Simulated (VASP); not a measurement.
Crystal: C.

```
CELL_PARAMETERS angstrom
0.00000 1.78581 1.78581
1.78581 0.00000 1.78581
1.78581 1.78581 0.00000
ATOMIC_POSITIONS crystal
C 0.00000 0.00000 0.00000
C 0.25000 0.25000 0.25000
```

This isn't the form of C at room conditions, which is graphite.

Base run:

* Program: VASP 6.6.1
* Functional: r2SCAN
* Potentials or basis: VASP PAW PBE potentials, release 64 (C)
* Cutoff: 520 eV
* k mesh: 14 × 14 × 14
* Occupations: gaussian, width 0.03 eV
* Spin: no spin polarisation

Its results: band gap on the k mesh 4.31 eV, indirect (least direct gap 5.82 eV); pressure -3.1 GPa.

**Question.** The run is repeated on the same cell with these changes: functional from r2SCAN to LDA; potentials or basis from VASP PAW PBE potentials, release 64 (C) to VASP PAW LDA potentials, release 64 (C). What comes out?

**Answer.** Band gap on the k mesh 4.09 eV, indirect (least direct gap 5.53 eV); pressure -13.4 GPa.

Caveats: the PAW data sets were made with another functional, which shifts forces and pressure a little (some runs).
